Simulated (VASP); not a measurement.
An input for Ansatz (written as the equivalent of a VASP run, and not itself run):

Ansatz 0.2 input:
```yaml
crystal:
  lattice:
    - [0.0000000, 2.2816073, 2.2816073]
    - [2.2816073, 0.0000000, 2.2816073]
    - [2.2816073, 2.2816073, 0.0000000]
  atoms:
    - { symbol: B, position: [0.0000000, 0.0000000, 0.0000000] }
    - { symbol: As, position: [0.2500000, 0.2500000, 0.2500000] }
kpoints:
  mp_grid: { grid: [10, 10, 10] }
hamiltonian:
  xc: pbe
  pseudopotentials: { kind: paw }
scf:
  occupations: { method: gaussian, width: 0.05 }
  max_iter: 100
relax:
  max_steps: 40
  f_tol: 0.02
  cell: { p_target: 45 }
output: { forces: true, stress: true, eigenvalues: true }
```

Question: Translate this input to VASP (INCAR, KPOINTS, POSCAR, choice of POTCAR).

Answer: This is not unique; one that fits is 
File POSCAR:
```
BAs
1
    0.0000000000     2.2816073264     2.2816073264
    2.2816073264     0.0000000000     2.2816073264
    2.2816073264     2.2816073264     0.0000000000
B As
1 1
Direct
  0.0000000000   0.0000000000   0.0000000000
  0.2500000000   0.2500000000   0.2500000000
```

**INCAR**
```
ALGO = Normal
EDIFF = 1E-6
EDIFFG = -0.02
ENCUT = 620
GGA = PE
IBRION = 2
ISIF = 3
ISMEAR = 0
LASPH = .TRUE.
LCHARG = .FALSE.
LMAXMIX = 4
LREAL = .FALSE.
LWAVE = .FALSE.
NELM = 100
NSW = 40
PREC = Accurate
PSTRESS = 450
SIGMA = 0.05
SYSTEM = BAs
```

**KPOINTS**
```
kpoints
0
gamma
 10 10 10
```

POTCAR, in this order: B As (PBE.64 set). Program: vasp_std.

Limits of the translation: each code has its own PAW files, so the cut-off isn't converted (ENCUT is set for VASP's; basis.ecutwfc is left out, and Ansatz then takes the one that its files recommend); Ansatz stops its SCF on the density residual and VASP on the energy change (EDIFF).

The compound is BAs in the zinc blende structure. This run relaxes it under an external pressure of 45 GPa. Symmetry was kept, so distortions that lower it aren't found.
